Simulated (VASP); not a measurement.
Calculation: PBE GGA, VASP's PBE PAW potentials (set 64) (plane waves; VASP 6.6.1).

VASP ran on this input.

**INCAR**
```
! general
SYSTEM  = MgI2
PREC    = Accurate
ENCUT   = 500
LREAL   = F
LASPH   = T

! electronic loop
EDIFF   = 1E-6
NELM    = 100
ALGO    = Normal
LMAXMIX = 4

! smearing
ISMEAR  = 0
SIGMA   = 0.05

! functional
GGA     = PE

! ions
IBRION  = 2
NSW     = 40
ISIF    = 3
EDIFFG  = -0.02

! output
LWAVE   = F
LCHARG  = F
```

KPOINTS:
```
K-points
0
Gamma
6 6 3
0 0 0
```

### POSCAR
```
MgI2
1.0
  2.1041397813  -3.6444765646   0.0000000000
  2.1041397813   3.6444765646   0.0000000000
  0.0000000000   0.0000000000   7.5570257843
Mg I
1 2
Cartesian
  0.0000000000   0.0000000000   0.0000000000
  2.1041397813   1.2148279512   1.6698044512
  2.1041397813  -1.2148279512   5.8872213331
```

POTCAR, in this order: Mg I (PBE.64 set). Program: vasp_std.

What VASP printed:

**OSZICAR**
```
       N       E                     dE             d eps       ncg     rms          rms(c)
DAV:   1     0.790482630960E+02    0.79048E+02   -0.56549E+03   408   0.998E+02
DAV:   2    -0.151939525973E+01   -0.80568E+02   -0.73951E+02   568   0.148E+02
DAV:   3    -0.777482759787E+01   -0.62554E+01   -0.62323E+01   512   0.493E+01
DAV:   4    -0.790543629524E+01   -0.13061E+00   -0.13056E+00   568   0.881E+00
DAV:   5    -0.790755326971E+01   -0.21170E-02   -0.21169E-02   524   0.112E+00    0.376E+00
DAV:   6    -0.776640682599E+01    0.14115E+00   -0.16632E-01   464   0.222E+00    0.263E+00
DAV:   7    -0.773922042451E+01    0.27186E-01   -0.15233E-01   460   0.218E+00    0.755E-01
DAV:   8    -0.773736682659E+01    0.18536E-02   -0.10779E-02   480   0.628E-01    0.240E-01
DAV:   9    -0.773751264204E+01   -0.14582E-03   -0.10636E-03   508   0.238E-01    0.950E-02
DAV:  10    -0.773750005347E+01    0.12589E-04   -0.32182E-05   516   0.485E-02    0.450E-02
DAV:  11    -0.773750447433E+01   -0.44209E-05   -0.16743E-05   464   0.315E-02    0.280E-02
DAV:  12    -0.773750526719E+01   -0.79286E-06   -0.91130E-07   388   0.706E-03
   1 F= -.77375053E+01 E0= -.77375053E+01  d E =-.773751E+01
```

### OUTCAR
```
------------------------ aborting loop because EDIFF is reached ----------------------------------------
  FORCE on cell =-STRESS in cart. coord.  units (eV):
  Direction    XX          YY          ZZ          XY          YZ          ZX
  --------------------------------------------------------------------------------------
  Total       -0.0183281     -0.0183281      0.0559132      0.0000000     -0.0000000      0.0000000
  in kB       -0.2533593     -0.2533593      0.7729201      0.0000000     -0.0000000      0.0000000
  external PRESSURE =       0.0887338 kB  Pullay stress =       0.0000000 kB
  volume of cell :      115.90
      direct lattice vectors                 reciprocal lattice vectors
     2.104139781 -3.644476565  0.000000000     0.237626799 -0.137193913  0.000000000
     2.104139781  3.644476565  0.000000000     0.237626799  0.137193913  0.000000000
     0.000000000  0.000000000  7.557025784     0.000000000  0.000000000  0.132327192
 POSITION                                       TOTAL-FORCE (eV/Angst)
 -----------------------------------------------------------------------------------
      0.00000      0.00000      0.00000         0.000000      0.000000      0.000000
      2.10414      1.21483      1.66980        -0.000000     -0.000000     -0.004781
      2.10414     -1.21483      5.88722         0.000000      0.000000      0.004781
 -----------------------------------------------------------------------------------
    total drift:                               -0.000000      0.000000      0.000000
  FREE ENERGIE OF THE ION-ELECTRON SYSTEM (eV)
  ---------------------------------------------------
  free  energy   TOTEN  =        -7.7375052672 eV

  energy  without entropy=       -7.7375052672  energy(sigma->0) =       -7.73750527

 reached required accuracy - stopping structural energy minimisation
```
(Selected blocks of OUTCAR.)

### OUTCAR
```
 val. band max:        1.1690703239   @ k =   0.0000   0.0000   0.0000

 cond. band min:       4.7781726599   @ k =   0.5000  -0.0000   0.3333


 Fermi energy:         1.3853763404

 k-point     1 :       0.0000    0.0000    0.0000
  band No.  band energies     occupation
      1     -10.5933      2.00000
      2     -10.0361      2.00000
      3      -1.8730      2.00000
      4       0.8709      2.00000
      5       0.8709      2.00000
      6       0.9824      2.00000
      7       1.1691      2.00000
      8       1.1691      2.00000
      9       4.8664      0.00000
     10       6.0566      0.00000
     11       7.8664      0.00000
     12       7.8664      0.00000

 k-point     2 :       0.1667    0.0000    0.0000
  band No.  band energies     occupation
      1     -10.4671      2.00000
      2      -9.9670      2.00000
      3      -1.7348      2.00000
      4      -0.0733      2.00000
      5       0.4085      2.00000
      6       0.5860      2.00000
      7       0.9812      2.00000
      8       1.1076      2.00000
      9       5.6583      0.00000
     10       6.6111      0.00000
     11       7.3775      0.00000
     12       8.2633      0.00000

 k-point     3 :       0.3333    0.0000    0.0000
  band No.  band energies     occupation
      1     -10.1712      2.00000
      2      -9.8405      2.00000
      3      -1.7761      2.00000
      4      -1.1733      2.00000
      5      -0.3809      2.00000
      6       0.1776      2.00000
      7       0.7880      2.00000
      8       0.8983      2.00000
      9       5.2581      0.00000
     10       6.6709      0.00000
     11       7.3477      0.00000
     12       8.4788      0.00000

 k-point     4 :       0.5000   -0.0000    0.0000
  band No.  band energies     occupation
      1      -9.9710      2.00000
      2      -9.8107      2.00000
      3      -2.1725      2.00000
      4      -1.4891      2.00000
      5      -0.2518      2.00000
      6       0.0094      2.00000
...
```

Without a dispersion term in the relaxation, distances and binding between the weakly bound layers, chains or molecules are unreliable, and so is what depends on them. Unless said otherwise, spin-orbit coupling is left out, though it shifts the bands of the heavy elements here.

The compound is MgI2 in the 1T layered structure. It was relaxed first, which changed the volume by +13 %.
